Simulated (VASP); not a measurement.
```xyz
3
Lattice="-0.0057 2.2911 2.2911 2.2854 0.0000 2.2854 2.2911 2.2911 -0.0057" Properties=species:S:1:pos:R:3 pbc="T T T"
Li     1.1427     1.1456     1.1427
Li     3.4281     3.4367     3.4281
O      4.5766     2.2911     2.2797
```

Computed with r2SCAN meta-GGA, VASP's PBE PAW potentials (set 64) (plane waves; VASP). Numerical set-up: 600 eV cut-off, 8×8×8 Γ-centred mesh, Gaussian smearing of 0.050 eV, potentials Li_sv O.

Question: Estimate the energy per atom (σ→0).

Answer: 
```json
{
  "energy per atom (σ→0)": "-5.612 eV/atom"
}
```

The absolute energy has meaning only against runs of the same code, potentials and settings.

The compound is Li2O in the antifluorite structure. This cell was strained or had an atom moved on purpose.
